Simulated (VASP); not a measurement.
Output of a VASP run:

File OSZICAR:
```
       N       E                     dE             d eps       ncg     rms          rms(c)
DAV:   1     0.992137725230E+02    0.99214E+02   -0.69906E+03   336   0.132E+03
DAV:   2    -0.163622961938E+02   -0.11558E+03   -0.10982E+03   344   0.342E+02
DAV:   3    -0.245205563249E+02   -0.81583E+01   -0.78504E+01   428   0.879E+01
DAV:   4    -0.249337651415E+02   -0.41321E+00   -0.41290E+00   440   0.181E+01
DAV:   5    -0.249436287071E+02   -0.98636E-02   -0.98632E-02   464   0.273E+00    0.190E+01
DAV:   6    -0.202011307267E+02    0.47425E+01   -0.32298E+01   392   0.706E+01    0.708E+00
DAV:   7    -0.195913396600E+02    0.60979E+00   -0.47901E+00   408   0.288E+01    0.521E+00
DAV:   8    -0.195637742032E+02    0.27565E-01   -0.13187E-01   400   0.413E+00    0.386E+00
DAV:   9    -0.195399000478E+02    0.23874E-01   -0.25038E-01   360   0.647E+00    0.799E-01
DAV:  10    -0.195370205230E+02    0.28795E-02   -0.17853E-02   424   0.178E+00    0.633E-01
DAV:  11    -0.195349077481E+02    0.21128E-02   -0.11504E-02   452   0.165E+00    0.192E-01
DAV:  12    -0.195347305736E+02    0.17717E-03   -0.45841E-04   392   0.221E-01    0.440E-02
DAV:  13    -0.195347223839E+02    0.81898E-05   -0.34042E-05   384   0.503E-02    0.212E-02
DAV:  14    -0.195347175987E+02    0.47852E-05   -0.16675E-05   472   0.621E-02    0.488E-03
DAV:  15    -0.195347173562E+02    0.24249E-06   -0.60658E-07   216   0.107E-02
   1 F= -.19534717E+02 E0= -.19533670E+02  d E =-.209443E-02
```

### OUTCAR
```
------------------------ aborting loop because EDIFF is reached ----------------------------------------
  FORCE on cell =-STRESS in cart. coord.  units (eV):
  Direction    XX          YY          ZZ          XY          YZ          ZX
  --------------------------------------------------------------------------------------
  Total       -0.6803651     -0.2405002     -1.0102261     -0.0022428      0.0570694     -0.6364617
  in kB      -53.6556804    -18.9665796    -79.6695328     -0.1768733      4.5006699    -50.1933227
  external PRESSURE =     -50.7639309 kB  Pullay stress =       0.0000000 kB
  volume of cell :       20.32
      direct lattice vectors                 reciprocal lattice vectors
     0.000000000  2.165720000  2.165720000    -0.230870103  0.230870103  0.230870103
     2.165720000  0.000000000  2.165720000     0.230870103 -0.230870103  0.230870103
     2.165720000  2.165720000  0.000000000     0.230870103  0.230870103 -0.230870103
 POSITION                                       TOTAL-FORCE (eV/Angst)
 -----------------------------------------------------------------------------------
      2.13270      2.16926      4.28270         0.540934     -0.078284      0.524601
      2.19874      2.16218      2.21446        -0.540934      0.078284     -0.524601
 -----------------------------------------------------------------------------------
    total drift:                                0.000049     -0.000050     -0.000069
  FREE ENERGIE OF THE ION-ELECTRON SYSTEM (eV)
  ---------------------------------------------------
  free  energy   TOTEN  =       -19.5347173562 eV

  energy  without entropy=      -19.5326229279  energy(sigma->0) =      -19.53367014
```
(Selected blocks of OUTCAR.)

File POSCAR:
```
TiC
1
    0.0000000000     2.1657200000     2.1657200000
    2.1657200000     0.0000000000     2.1657200000
    2.1657200000     2.1657200000     0.0000000000
Ti C
1 1
Direct
 -0.0028130000  -0.0196920000   0.0044470000
  0.5028130000   0.5196920000   0.4955530000
```

Reconstruct the remaining input files.

This is not unique; one that fits is the input of the run itself, PBEsol GGA, plane waves, VASP's PBE PAW potentials (set 64).

File KPOINTS:
```
K-points
0
Gamma
 3 3 3
```

### INCAR
```
SYSTEM = TiC
PREC = Accurate
ENCUT = 400
EDIFF = 1E-6
NELM = 100
ALGO = Normal
LREAL = .FALSE.
LASPH = .TRUE.
ISMEAR = 0
SIGMA = 0.05
GGA = PS
LMAXMIX = 4
LWAVE = .FALSE.
LCHARG = .FALSE.
ISIF = 2
```

POTCAR, in this order: Ti_sv C (PBE.64 set). Program: vasp_std.

At this cut-off the stress carries a Pulay error, which pulls relaxed volumes low.

The structure comes from a computed database's TiC entry; how it stands against other phases isn't given here. The cell was not relaxed at this level, atoms are displaced from their ideal sites. The k-mesh is coarse (spacing up to 0.84 per Å, 2π included), so the numbers may not be converged in it. The run is one of a series of settings (KPOINTS 3×3×3 Γ-centred mesh against the base run), some of them coarse on purpose.
